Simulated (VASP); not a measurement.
All values below come from r2SCAN+rVV10, VASP's PBE PAW potentials (set 64) (plane waves; VASP).

VASP ran on this input.

INCAR:
```
SYSTEM = Hf
PREC = Accurate
ENCUT = 520
EDIFF = 1E-6
NELM = 100
ALGO = Normal
LREAL = .FALSE.
LASPH = .TRUE.
ISMEAR = 1
SIGMA = 0.1
METAGGA = R2SCAN
LUSE_VDW = .TRUE.
BPARAM = 11.95
CPARAM = 0.0093
LMIXTAU = .TRUE.
LMAXMIX = 6
LWAVE = .FALSE.
LCHARG = .FALSE.
IBRION = 2
ISIF = 3
NSW = 60
EDIFFG = -0.01
```

### POSCAR
```
Hf
1
    1.5950000000    -2.7626210000     0.0000000000
    1.5950000000     2.7626210000     0.0000000000
    0.0000000000     0.0000000000     5.0500000000
Hf
2
Direct
  0.3333330000   0.6666670000   0.2500000000
  0.6666670000   0.3333330000   0.7500000000
```

File KPOINTS:
```
Automatic mesh
0
gamma
12 12 7
0 0 0
```

POTCAR, in this order: Hf_pv (PBE.64 set). Program: vasp_std.

What VASP printed:

OSZICAR:
```
       N       E                     dE             d eps       ncg     rms          rms(c)
DAV:   1    -0.242499628709E+02   -0.24250E+02   -0.12204E+04  2144   0.141E+03
DAV:   2    -0.933534296166E+02   -0.69103E+02   -0.67897E+02  2668   0.283E+02
DAV:   3    -0.956382392951E+02   -0.22848E+01   -0.21836E+01  2908   0.329E+01
DAV:   4    -0.956612392786E+02   -0.23000E-01   -0.22994E-01  2512   0.415E+00
DAV:   5    -0.956616550391E+02   -0.41576E-03   -0.41574E-03  2988   0.437E-01    0.721E+01
DAV:   6    -0.905385309592E+02    0.51231E+01   -0.89124E-01  2188   0.951E+00    0.410E+01
DAV:   7    -0.879537317751E+02    0.25848E+01   -0.21910E+00  2334   0.120E+01    0.586E+00
DAV:   8    -0.908973564171E+02   -0.29436E+01   -0.15466E+00  2236   0.988E+00    0.117E+01
DAV:   9    -0.900006570615E+02    0.89670E+00   -0.29850E-01  2128   0.717E+00    0.309E+00
DAV:  10    -0.903811925154E+02   -0.38054E+00   -0.24091E-01  2128   0.673E+00    0.381E+00
DAV:  11    -0.899442073349E+02    0.43699E+00   -0.20944E-01  2128   0.601E+00    0.121E+00
DAV:  12    -0.899559887351E+02   -0.11781E-01   -0.60831E-03  2776   0.936E-01    0.417E-01
DAV:  13    -0.899520307988E+02    0.39579E-02   -0.20282E-03  2308   0.425E-01    0.571E-01
DAV:  14    -0.899526086107E+02   -0.57781E-03   -0.85337E-05  2806   0.859E-02    0.524E-01
DAV:  15    -0.899512434952E+02    0.13651E-02   -0.41922E-04  2266   0.232E-01    0.335E-01
DAV:  16    -0.899515486765E+02   -0.30518E-03   -0.40406E-04  2344   0.210E-01    0.166E-01
DAV:  17    -0.899515780902E+02   -0.29414E-04   -0.45448E-05  2356   0.770E-02    0.153E-01
DAV:  18    -0.899515740050E+02    0.40852E-05   -0.12467E-05  2506   0.385E-02    0.427E-02
DAV:  19    -0.899515647091E+02    0.92959E-05   -0.55229E-06  2440   0.274E-02    0.446E-02
DAV:  20    -0.899515596864E+02    0.50226E-05   -0.13363E-06  1502   0.121E-02    0.124E-02
DAV:  21    -0.899515582175E+02    0.14689E-05   -0.68843E-07  1256   0.702E-03    0.166E-02
DAV:  22    -0.899515598766E+02   -0.16591E-05   -0.10176E-07  1226   0.336E-03    0.281E-03
DAV:  23    -0.899515591232E+02    0.75339E-06   -0.49158E-08  1214   0.240E-03
   1 F= -.89951559E+02 E0= -.89951595E+02  d E =-.899516E+02
       N       E                     dE             d eps       ncg     rms          rms(c)
DAV:   1    -0.899706803896E+02   -0.19121E-01   -0.56948E-01  2128   0.681E+00    0.209E+00
DAV:   2    -0.899561770595E+02    0.14503E-01   -0.37141E-02  2158   0.172E+00    0.515E-01
DAV:   3    -0.899519535921E+02    0.42235E-02   -0.81027E-03  2230   0.703E-01    0.261E-01
DAV:   4    -0.899509681391E+02    0.98545E-03   -0.22725E-03  2512   0.376E-01    0.180E-01
DAV:   5    -0.899510570726E+02   -0.88934E-04   -0.31853E-04  2472   0.188E-01    0.462E-02
DAV:   6    -0.899509956570E+02    0.61416E-04   -0.20599E-04  2272   0.158E-01    0.264E-02
DAV:   7    -0.899510136272E+02   -0.17970E-04   -0.10059E-04  2230   0.124E-01    0.283E-02
DAV:   8    -0.899510009394E+02    0.12688E-04   -0.35003E-05  2290   0.735E-02    0.415E-03
DAV:   9    -0.899510026193E+02   -0.16799E-05   -0.66377E-07  1694   0.812E-03    0.239E-03
DAV:  10    -0.899510018588E+02    0.76051E-06   -0.66769E-08  1244   0.269E-03
   2 F= -.89951002E+02 E0= -.89950832E+02  d E =0.557264E-03
       N       E                     dE             d eps       ncg     rms          rms(c)
DAV:   1    -0.899585889870E+02   -0.75864E-02   -0.18233E-01  2128   0.385E+00    0.119E+00
DAV:   2    -0.899540736440E+02    0.45153E-02   -0.12214E-02  2164   0.976E-01    0.304E-01
DAV:   3    -0.899527457039E+02    0.13279E-02   -0.24462E-03  2224   0.384E-01    0.143E-01
DAV:   4    -0.899524088977E+02    0.33681E-03   -0.80514E-04  2470   0.222E-01    0.968E-02
DAV:   5    -0.899523882901E+02    0.20608E-04   -0.11494E-04  2470   0.115E-01    0.258E-02
DAV:   6    -0.899523990041E+02   -0.10714E-04   -0.73620E-05  2260   0.960E-02    0.157E-02
DAV:   7    -0.899523709534E+02    0.28051E-04   -0.36368E-05  2224   0.752E-02    0.184E-02
DAV:   8    -0.899523940067E+02   -0.23053E-04   -0.13176E-05  2284   0.454E-02    0.308E-03
DAV:   9    -0.899523921066E+02    0.19001E-05   -0.29610E-07  1310   0.567E-03    0.114E-03
DAV:  10    -0.899523930953E+02   -0.98869E-06   -0.37918E-08  1166   0.211E-03
   3 F= -.89952393E+02 E0= -.89952334E+02  d E =-.833972E-03
       N       E                     dE             d eps       ncg     rms          rms(c)
DAV:   1    -0.899523941835E+02   -0.20769E-05   -0.42902E-05  2164   0.590E-02    0.180E-02
DAV:   2    -0.899523916818E+02    0.25017E-05   -0.30078E-06  2118   0.156E-02    0.460E-03
DAV:   3    -0.899523920169E+02   -0.33508E-06   -0.54891E-07  1148   0.621E-03
   4 F= -.89952392E+02 E0= -.89952331E+02  d E =-.832894E-03
       N       E                     dE             d eps       ncg     rms          rms(c)
DAV:   1    -0.899535651303E+02   -0.11734E-02   -0.43985E-02  2128   0.189E+00    0.585E-01
DAV:   2    -0.899524266605E+02    0.11385E-02   -0.29086E-03  2152   0.478E-01    0.146E-01
DAV:   3    -0.899521062569E+02    0.32040E-03   -0.61184E-04  2236   0.193E-01    0.717E-02
DAV:   4    -0.899520269772E+02    0.79280E-04   -0.18456E-04  2500   0.107E-01    0.493E-02
DAV:   5    -0.899520472774E+02   -0.20300E-04   -0.25792E-05  2478   0.534E-02    0.125E-02
DAV:   6    -0.899520340807E+02    0.13197E-04   -0.16219E-05  2254   0.443E-02    0.738E-03
DAV:   7    -0.899520428112E+02   -0.87304E-05   -0.79557E-06  2242   0.349E-02    0.825E-03
DAV:   8    -0.899520359851E+02    0.68261E-05   -0.28431E-06  2236   0.210E-02    0.129E-03
DAV:   9    -0.899520366114E+02   -0.62630E-06   -0.56149E-08  1178   0.242E-03
   5 F= -.89952037E+02 E0= -.89951918E+02  d E =-.477488E-03
       N       E                     dE             d eps       ncg     rms          rms(c)
DAV:   1    -0.899537959196E+02   -0.17599E-02   -0.41331E-02  2128   0.183E+00    0.567E-01
DAV:   2    -0.899527809623E+02    0.10150E-02   -0.27522E-03  2152   0.464E-01    0.142E-01
DAV:   3    -0.899524742578E+02    0.30670E-03   -0.56391E-04  2200   0.184E-01    0.686E-02
DAV:   4    -0.899523998592E+02    0.74399E-04   -0.17802E-04  2494   0.105E-01    0.466E-02
DAV:   5    -0.899523857716E+02    0.14088E-04   -0.25023E-05  2446   0.531E-02    0.126E-02
DAV:   6    -0.899523943248E+02   -0.85532E-05   -0.16145E-05  2230   0.447E-02    0.726E-03
DAV:   7    -0.899523824594E+02    0.11865E-04   -0.78956E-06  2212   0.350E-02    0.840E-03
DAV:   8    -0.899523919689E+02   -0.95095E-05   -0.28168E-06  2230   0.210E-02    0.138E-03
DAV:   9    -0.899523911556E+02    0.81333E-06   -0.60200E-08  1160   0.255E-03
   6 F= -.89952391E+02 E0= -.89952328E+02  d E =-.832032E-03
       N       E                     dE             d eps       ncg     rms          rms(c)
DAV:   1    -0.899524548874E+02   -0.62919E-04   -0.40108E-03  2128   0.542E-01    0.637E-02
DAV:   2    -0.899524084950E+02    0.46392E-04   -0.78967E-05  2844   0.716E-02    0.300E-02
DAV:   3    -0.899524125175E+02   -0.40225E-05   -0.78217E-06  2554   0.267E-02    0.199E-02
DAV:   4    -0.899524063274E+02    0.61900E-05   -0.14680E-05  2874   0.262E-02    0.124E-02
DAV:   5    -0.899524078980E+02   -0.15706E-05   -0.22963E-06  1470   0.133E-02    0.849E-03
DAV:   6    -0.899524076575E+02    0.24053E-06   -0.26839E-07  1154   0.514E-03
   7 F= -.89952408E+02 E0= -.89952332E+02  d E =-.165019E-04
```

OUTCAR:
```
------------------------ aborting loop because EDIFF is reached ----------------------------------------
  FORCE on cell =-STRESS in cart. coord.  units (eV):
  Direction    XX          YY          ZZ          XY          YZ          ZX
  --------------------------------------------------------------------------------------
  Total        0.0054418      0.0054418      0.0059989      0.0000000      0.0000000      0.0000000
  in kB        0.1973373      0.1973373      0.2175398      0.0000000      0.0000000      0.0000000
  external PRESSURE =       0.2040715 kB  Pullay stress =       0.0000000 kB
  volume of cell :       44.18
      direct lattice vectors                 reciprocal lattice vectors
     1.592213383 -2.757794438 -0.000000000     0.314028261 -0.181304304  0.000000000
     1.592213383  2.757794438 -0.000000000     0.314028261  0.181304304  0.000000000
    -0.000000000 -0.000000000  5.030975060     0.000000000  0.000000000  0.198768626
 POSITION                                       TOTAL-FORCE (eV/Angst)
 -----------------------------------------------------------------------------------
      1.59221      0.91927      1.25774        -0.000000      0.000000      0.000000
      1.59221     -0.91927      3.77323         0.000000     -0.000000      0.000000
 -----------------------------------------------------------------------------------
    total drift:                               -0.000005      0.000183     -0.000015
  FREE ENERGIE OF THE ION-ELECTRON SYSTEM (eV)
  ---------------------------------------------------
  free  energy   TOTEN  =       -89.9524076575 eV

  energy  without entropy=      -89.9521800128  energy(sigma->0) =      -89.95233178

 reached required accuracy - stopping structural energy minimisation
```
(Selected blocks of OUTCAR.)

**CONTCAR**
```
Hf
   1.00000000000000
     1.5922133827653455   -2.7577944375681072   -0.0000000000000000
     1.5922133827653455    2.7577944375681072   -0.0000000000000000
    -0.0000000000000000   -0.0000000000000000    5.0309750595743559
  Hf
     2
Direct
     0.3333330000000032    0.6666669999999968    0.2500000000000000
     0.6666669999999968    0.3333330000000032    0.7500000000000000
```

The compound is Hf in the hcp structure. This run relaxes it. Symmetry was kept, so distortions that lower it aren't found.
